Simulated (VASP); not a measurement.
OSZICAR of a VASP run on NiO (rock salt, AFM-II order):

File OSZICAR:
```
       N       E                     dE             d eps       ncg     rms          rms(c)
DAV:   1     0.254658433239E+03    0.25466E+03   -0.15858E+04  3608   0.208E+03
DAV:   2     0.377999365202E+01   -0.25088E+03   -0.23531E+03  3644   0.403E+02
DAV:   3    -0.268368822189E+02   -0.30617E+02   -0.29169E+02  4076   0.158E+02
DAV:   4    -0.278746188859E+02   -0.10377E+01   -0.10311E+01  3952   0.311E+01
DAV:   5    -0.279056960218E+02   -0.31077E-01   -0.31054E-01  4252   0.502E+00    0.197E+01
DAV:   6    -0.257711945768E+02    0.21345E+01   -0.56618E+01  5312   0.118E+02    0.250E+01
DAV:   7    -0.232014471680E+02    0.25697E+01   -0.96966E+00  4656   0.977E+01    0.867E+00
DAV:   8    -0.234956553601E+02   -0.29421E+00   -0.28042E+00  3956   0.150E+01    0.576E+00
DAV:   9    -0.234165777897E+02    0.79078E-01   -0.24607E-01  5716   0.125E+01    0.176E+00
DAV:  10    -0.234367383564E+02   -0.20161E-01   -0.87269E-02  4664   0.473E+00    0.813E-01
DAV:  11    -0.234330713460E+02    0.36670E-02   -0.17414E-02  5600   0.292E+00    0.160E-01
DAV:  12    -0.234335382280E+02   -0.46688E-03   -0.52042E-03  5168   0.840E-01    0.863E-02
DAV:  13    -0.234335050139E+02    0.33214E-04   -0.13667E-04  3784   0.134E-01    0.591E-02
DAV:  14    -0.234335053730E+02   -0.35905E-06   -0.36569E-04  4688   0.188E-01    0.384E-02
DAV:  15    -0.234334953392E+02    0.10034E-04   -0.30493E-05  4284   0.724E-02    0.228E-02
DAV:  16    -0.234334932398E+02    0.20994E-05   -0.18683E-05  4260   0.561E-02    0.591E-03
DAV:  17    -0.234334933795E+02   -0.13971E-06   -0.13783E-06  1876   0.206E-02
   1 F= -.23433493E+02 E0= -.23433493E+02  d E =-.406424E-13  mag=     0.0000
```

Q: Which electronic solver shows in the log?

A: It is blocked Davidson (ALGO = Normal, or the opening steps of other solvers). The INCAR had ALGO = Normal.

Q: How was spin treated?

A: Collinear spin (ISPIN = 2): the summary line carries one mag value, 0.00 μB in the cell.

Q: Can the final energy be trusted as converged?

A: The calculation finished and met its thresholds. It stopped with EDIFF = 1E-6, NELM = 100 (PBE GGA, plane waves, VASP's PBE PAW potentials (set 64)).

The compound is NiO in the rock salt, AFM-II order structure. The cell was not relaxed at this level.
